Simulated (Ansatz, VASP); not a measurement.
# Cross-check of KAl between VASP and Ansatz

One calculation is typed for both programs; each brings its own data sets. How far apart do they land? The cell is generated by rule, not measured, and may not be a known phase. The cell is taken from a series of runs on this material, whose earlier steps may have relaxed, scaled, displaced or heated it; both programs get it as it stands.

Main program and level: Ansatz 0.2.0; plane waves, with VASP 6.6.1 beside it; zone-centre phonons at PBE.

The structure was built from a prototype and need not be the compound's stable phase.

### Step 1. Set-up

The structure is cubic, space group Pm-3m (No. 221). The conventional cell has a = 4.118 Å, b = 4.118 Å, c = 4.118 Å, α = 90.00°, β = 90.00°, γ = 90.00°. Nearest to Al lie 8 K at 3.57 Å. K has 8 Al at 3.57 Å nearest. Farther neighbours are not listed.

### Step 2. VASP: zone-centre phonons, PBE

Second derivatives magnify differences that forces hide, and they need a tight electronic threshold.

Lines of VASP's logs that name or quote its potential files are left out, and so is its time.

File INCAR:

```
SYSTEM = KAl
PREC = Accurate
ENCUT = 500
EDIFF = 1E-08
NELM = 120
ISMEAR = 1
SIGMA = 0.27211
LREAL = .FALSE.
ALGO = Normal
GGA = PE
NBANDS = 12
LORBIT = 11
LWAVE = .FALSE.
LCHARG = .FALSE.
ISIF = 2
IBRION = 8
LASPH = .TRUE.
GGA_COMPAT = .FALSE.
KPAR = 2
```

File POSCAR:

```
KAl
1.0
    4.1184123550      0.0000000000      0.0000000000
    0.0000000000      4.1184123550      0.0000000000
    0.0000000000      0.0000000000      4.1184123550
Al K
1 1
Direct
    0.0000000000      0.0000000000      0.0000000000
    0.5000000000      0.5000000000      0.5000000000
```

File KPOINTS:

```
Automatic mesh
0
Gamma
8 8 8
0 0 0
```

PAW data sets: Al and K_sv (PBE family, release 64).

On the command line:

```sh
> mpirun -np 2 vasp_std
```

Numbers of over 12 decimals in the logs are rounded to 6 here.

Log:

```text
[banner, memory and clock lines left out]
running    2 mpi-ranks, on    1 nodes
 distrk:  each k-point on    1 cores,    2 groups
 distr:  one band on    1 cores,    1 groups

 POSCAR found type information on POSCAR AlK
 POSCAR found :  2 types and       2 ions
 LDA part: xc-table for (Slater+PW92), standard interpolation
 POSCAR, INCAR and KPOINTS ok, starting setup
 FFT: planning ... GRIDC
 FFT: planning ... GRID_SOFT
 FFT: planning ... GRID
 WAVECAR not read
 entering main loop
       N       E                     dE             d eps       ncg     rms          rms(c)
DAV:   1     0.565292305759E+02    0.56529E+02   -0.49473E+03   840   0.768E+02
DAV:   2     0.728863984084E-01   -0.56456E+02   -0.54661E+02   936   0.214E+02
DAV:   3    -0.354726112156E+01   -0.36201E+01   -0.36025E+01  1592   0.395E+01
DAV:   4    -0.364431426656E+01   -0.97053E-01   -0.97001E-01  1084   0.476E+00
DAV:   5    -0.364622351980E+01   -0.19093E-02   -0.19092E-02  1340   0.652E-01    0.466E+00
DAV:   6    -0.364277014021E+01    0.34534E-02   -0.56873E-03  1180   0.531E-01    0.293E+00
DAV:   7    -0.364180781606E+01    0.96232E-03   -0.13744E-02  1284   0.737E-01    0.158E-01
DAV:   8    -0.364184303381E+01   -0.35218E-04   -0.11425E-03  1072   0.360E-01    0.480E-02
DAV:   9    -0.364185226539E+01   -0.92316E-05   -0.65404E-05  1268   0.671E-02    0.214E-02
DAV:  10    -0.364186072547E+01   -0.84601E-05   -0.13088E-05  1112   0.246E-02    0.399E-03
DAV:  11    -0.364186079491E+01   -0.69443E-07   -0.49128E-07  1152   0.622E-03    0.169E-03
DAV:  12    -0.364186051663E+01    0.27827E-06   -0.65154E-08  1140   0.203E-03    0.340E-04
DAV:  13    -0.364186050540E+01    0.11234E-07   -0.27126E-09   776   0.437E-04    0.167E-04
DAV:  14    -0.364186053353E+01   -0.28125E-07   -0.11056E-09   716   0.290E-04    0.447E-05
DAV:  15    -0.364186052608E+01    0.74423E-08   -0.23324E-10   656   0.144E-04
   1 F= -.36418605E+01 E0= -.36380039E+01  d E =-.115697E-01
 Linear response reoptimize wavefunctions to high precision
DAV:   1    -0.364186052609E+01   -0.98908E-11   -0.84936E-11   700   0.513E-05
 Linear response DOF=           2
 Linear response progress:
  Degree of freedom:   1/  2
       N       E                     dE             d eps       ncg     rms          rms(c)
RMM:   1    -0.641957703947E-02   -0.64196E-02    0.48149E-03  4023   0.282E-01
RMM:   2    -0.630480441914E-02    0.11477E-03   -0.36637E-04  3361   0.651E-02    0.144E-02
RMM:   3    -0.633112732336E-02   -0.26323E-04   -0.57503E-05  3509   0.244E-02    0.979E-03
RMM:   4    -0.635586598797E-02   -0.24739E-04   -0.12832E-05  3451   0.144E-02    0.342E-03
RMM:   5    -0.635962340167E-02   -0.37574E-05   -0.26898E-06  3517   0.599E-03    0.900E-04
RMM:   6    -0.635854780827E-02    0.10756E-05   -0.65604E-07  3824   0.263E-03    0.256E-04
RMM:   7    -0.635818267240E-02    0.36514E-06   -0.17254E-07  3971   0.107E-03    0.128E-04
RMM:   8    -0.635819041945E-02   -0.77471E-08    0.16107E-07  4149   0.478E-04    0.834E-05
RMM:   9    -0.635820643984E-02   -0.16020E-07    0.32390E-09  4105   0.279E-04    0.130E-05
RMM:  10    -0.635818214947E-02    0.24290E-07    0.67249E-08  4329   0.158E-04    0.213E-05
RMM:  11    -0.635817157675E-02    0.10573E-07   -0.58765E-10  4413   0.952E-05    0.213E-05
RMM:  12    -0.635817934849E-02   -0.77717E-08    0.17218E-08  4175   0.657E-05    0.327E-05
 first order change of Fermi-energy  -0.49475E-03
 force on displaced ion       1 direction 1 :  -1.461   0.000  -0.000
 Linear response progress:
  Degree of freedom:   2/  2
       N       E                     dE             d eps       ncg     rms          rms(c)
RMM:   1    -0.319204615329E+00   -0.31920E+00    0.38582E-01  2640   0.494E+00
RMM:   2    -0.314131587724E+00    0.50730E-02   -0.40295E-02  3095   0.116E+00    0.330E-02
RMM:   3    -0.316099019508E+00   -0.19674E-02   -0.44873E-03  3717   0.321E-01    0.217E-02
RMM:   4    -0.316203166154E+00   -0.10415E-03   -0.18092E-04  3826   0.546E-02    0.170E-02
RMM:   5    -0.316259859417E+00   -0.56693E-04   -0.34995E-05  3912   0.228E-02    0.324E-03
RMM:   6    -0.316260602823E+00   -0.74341E-06   -0.73144E-06  4069   0.840E-03    0.231E-03
RMM:   7    -0.316261391678E+00   -0.78886E-06   -0.11466E-06  4015   0.425E-03    0.258E-04
RMM:   8    -0.316262530537E+00   -0.11389E-05    0.90498E-07  4346   0.206E-03    0.397E-04
RMM:   9    -0.316262596314E+00   -0.65777E-07    0.17226E-06  4200   0.112E-03    0.115E-04
RMM:  10    -0.316262121100E+00    0.47521E-06   -0.58887E-07  4458   0.720E-04    0.103E-04
RMM:  11    -0.316261834851E+00    0.28625E-06    0.14469E-06  4319   0.507E-04    0.868E-05
RMM:  12    -0.316261910726E+00   -0.75874E-07    0.41868E-08  4452   0.393E-04    0.114E-04
RMM:  13    -0.316261816189E+00    0.94536E-07    0.62359E-07  4191   0.333E-04    0.106E-04
RMM:  14    -0.316261608863E+00    0.20733E-06    0.23696E-08  4239   0.296E-04    0.661E-05
RMM:  15    -0.316261585654E+00    0.23209E-07    0.27318E-07  4464   0.262E-04    0.615E-05
RMM:  16    -0.316261537786E+00    0.47868E-07    0.50142E-08  4388   0.245E-04    0.496E-05
RMM:  17    -0.316261425974E+00    0.11181E-06    0.13683E-07  4334   0.237E-04    0.228E-05
RMM:  18    -0.316261378968E+00    0.47006E-07    0.42064E-08  4466   0.228E-04    0.133E-05
RMM:  19    -0.316261332563E+00    0.46405E-07    0.62452E-08  4398   0.223E-04    0.348E-06
RMM:  20    -0.316261318320E+00    0.14243E-07    0.16434E-08  4404   0.219E-04    0.127E-06
RMM:  21    -0.316261313678E+00    0.46426E-08    0.19981E-08  3905   0.216E-04    0.735E-07
 first order change of Fermi-energy  -0.87208E-04
 force on displaced ion       2 direction 1 :  -1.461  -0.000   0.000
 Linear response finished
```

From OUTCAR (step 2):

```text
ion  position               nearest neighbor table
   1  0.000  0.000  0.000-   2 3.57   2 3.57   2 3.57   2 3.57   2 3.57   2 3.57   2 3.57   2 3.57

  LATTYP: Found a simple cubic cell.
 ALAT       =     4.1184123550

 Subroutine GETGRP returns: Found 48 space group operations
 (whereof 48 operations were pure point group operations)

The static configuration has the point symmetry O_h .

 Found     35 irreducible k-points:

   k-points           NKPTS =     35   k-points in BZ     NKDIM =     35   number of bands    NBANDS=     12

   dimension x,y,z NGX =    30 NGY =   30 NGZ =   30
   dimension x,y,z NGXF=    60 NGYF=   60 NGZF=   60

   ENCUT  =  500.0 eV  36.75 Ry    6.06 a.u.   7.51  7.51  7.51*2*pi/ulx,y,z

   NELECT =      12.0000    total number of electrons

 k-points in reciprocal lattice and weights: Automatic mesh
   0.00000000  0.00000000  0.00000000       0.002
   0.12500000  0.00000000  0.00000000       0.012
   0.25000000  0.00000000  0.00000000       0.012
   0.37500000  0.00000000  0.00000000       0.012
   0.50000000  0.00000000  0.00000000       0.006
   0.12500000  0.12500000  0.00000000       0.023
   0.25000000  0.12500000  0.00000000       0.047
   0.37500000  0.12500000  0.00000000       0.047
   0.50000000  0.12500000  0.00000000       0.023
[...]
0.50000000  0.50000000  0.37500000       0.012
   0.50000000  0.50000000  0.50000000       0.002

 average (electrostatic) potential at core
       1 -79.4391       2 -36.2705

  Total        0.0089892      0.0089892      0.0089892      0.0000000     -0.0000000      0.0000000
  in kB        0.2061770      0.2061770      0.2061770      0.0000000     -0.0000000      0.0000000
  external PRESSURE =       0.2061770 kB  Pullay stress =       0.0000000 kB

  energy-cutoff  :      500.00
  volume of cell :       69.85
      direct lattice vectors                 reciprocal lattice vectors
     4.118412355  0.000000000  0.000000000     0.242812014  0.000000000  0.000000000
     0.000000000  4.118412355  0.000000000     0.000000000  0.242812014  0.000000000
     0.000000000  0.000000000  4.118412355     0.000000000  0.000000000  0.242812014

 POSITION                                       TOTAL-FORCE (eV/Angst)
 -----------------------------------------------------------------------------------
      0.00000      0.00000      0.00000         0.000000      0.000000      0.000000
      2.05921      2.05921      2.05921         0.000000      0.000000      0.000000
 -----------------------------------------------------------------------------------
    total drift:                                0.000000      0.000000      0.000000

 Eigenvectors and eigenvalues of the dynamical matrix
 ----------------------------------------------------

   1 f  =    4.729816 THz    29.718312 2PiTHz  157.769687 cm-1    19.560939 meV
             X         Y         Z           dx          dy          dz
      0.000000  0.000000  0.000000     0.769213   -0.000000   -0.000000
      2.059206  2.059206  2.059206    -0.638992    0.000000    0.000000

   2 f  =    4.729816 THz    29.718312 2PiTHz  157.769687 cm-1    19.560939 meV
             X         Y         Z           dx          dy          dz
      0.000000  0.000000  0.000000    -0.000000    0.769213   -0.000000
      2.059206  2.059206  2.059206    -0.000000   -0.638992    0.000000

   3 f  =    4.729816 THz    29.718312 2PiTHz  157.769687 cm-1    19.560939 meV
             X         Y         Z           dx          dy          dz
      0.000000  0.000000  0.000000    -0.000000   -0.000000   -0.769213
      2.059206  2.059206  2.059206     0.000000    0.000000    0.638992

   4 f/i=    0.000015 THz     0.000097 2PiTHz    0.000516 cm-1     0.000064 meV
             X         Y         Z           dx          dy          dz
      0.000000  0.000000  0.000000     0.000000   -0.638992    0.000000
      2.059206  2.059206  2.059206     0.000000   -0.769213    0.000000

   5 f/i=    0.000015 THz     0.000097 2PiTHz    0.000516 cm-1     0.000064 meV
             X         Y         Z           dx          dy          dz
      0.000000  0.000000  0.000000    -0.000000   -0.000000   -0.638992
      2.059206  2.059206  2.059206     0.000000    0.000000   -0.769213

   6 f/i=    0.000015 THz     0.000097 2PiTHz    0.000516 cm-1     0.000064 meV
             X         Y         Z           dx          dy          dz
      0.000000  0.000000  0.000000    -0.638992   -0.000000    0.000000
      2.059206  2.059206  2.059206    -0.769213   -0.000000    0.000000

 ELASTIC MODULI CONTR FROM IONIC RELAXATION (kBar)
 Direction    XX          YY          ZZ          XY          YZ          ZX
 --------------------------------------------------------------------------------
 XX           0.0000      0.0000      0.0000      0.0000      0.0000      0.0000
 YY           0.0000      0.0000      0.0000      0.0000      0.0000      0.0000
 ZZ           0.0000      0.0000      0.0000      0.0000      0.0000      0.0000
 XY           0.0000      0.0000      0.0000      0.0000      0.0000      0.0000
 YZ           0.0000      0.0000      0.0000      0.0000      0.0000      0.0000
 ZX           0.0000      0.0000      0.0000      0.0000      0.0000      0.0000
 --------------------------------------------------------------------------------
```

(Continued in part 2 of 2.)

[Lines on the potential files, build, host, timing and source positions are cut from VASP's logs without a mark.]

[Logs are printed without paths, hosts, clocks, repeated set-up lines and the standing remarks that a program may print on its own settings, such as how far it seeks lower states.]

[Hosts, paths, dates, database ids (printed as entryN), source tags and the programs' standing remarks are cut or masked in the printed files.]
